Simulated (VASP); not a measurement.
Here is a VASP 6.6.1 calculation.

Contents of INCAR:

```
SYSTEM = Be3Se2O
PREC     = Normal         ! precision mode
ENCUT    = 520            ! plane-wave cutoff, eV
EDIFF    = 1E-4           ! SCF threshold, eV
ISMEAR   = 0              ! smearing method
SIGMA    = 0.15           ! smearing width, eV
LREAL    = .FALSE.        ! projectors in reciprocal space
LASPH    = .TRUE.         ! aspherical terms in the spheres
NELM     = 60             ! most SCF steps
ALGO     = Fast           ! electronic algorithm
ISIF     = 3              ! what is computed and relaxed
LWAVE    = .FALSE.        ! write WAVECAR
LCHARG   = .FALSE.        ! write CHGCAR
GGA      = PE             ! functional
IBRION   = 2              ! ionic algorithm
NSW      = 24             ! ionic steps
EDIFFG   = -0.08          ! ionic threshold
KPAR     = 2
```

Contents of KPOINTS:

```
regular mesh
0
G
  3 3 5
  0 0 0
```

The input POSCAR:

```
Be3Se2O
1.0
    2.9039363600     -4.4282804200      0.0000000000
    2.9039363600      4.4282804200      0.0000000000
    0.0000000000      0.0000000000      2.8905690100
Be Se O
3 2 1
Direct
    0.0000000000      0.0000000000      0.0000000000
    0.5000000000      0.0000000000      0.5000000000
    0.0000000000      0.5000000000      0.5000000000
    0.2156325000      0.7843675000      0.0000000000
    0.7843675000      0.2156325000      0.0000000000
    0.5000000000      0.5000000000      0.0000000000
```

Potentials or basis: VASP PAW PBE potentials, release 64 (Be, Se, O).

Command:

```console
$ cat potpaw_PBE.64/Be/POTCAR potpaw_PBE.64/Se/POTCAR potpaw_PBE.64/O/POTCAR > POTCAR
$ mpirun -np 2 vasp_std > vasp.out
```

(1) Predict the relaxed volume.

(2) Predict the relaxed cell.

(3) What does it give for the space group after relaxing (to 0.05 Å)?

(4) Estimate the band gap on the k mesh.

## Answers

(1) 15.55 Å³/atom.

(2) a = 5.410 Å, b = 5.410 Å, c = 3.318 Å, α = 90.00°, β = 90.00°, γ = 106.03°.

(3) Cmmm (No. 65).

(4) none (metal or under the smearing width).

Caveat: the k mesh is coarse (spacing up to 0.43 Å⁻¹), so the values aren't converged; the volume moved by over 15 % at a fixed basis, so the end points are rough.
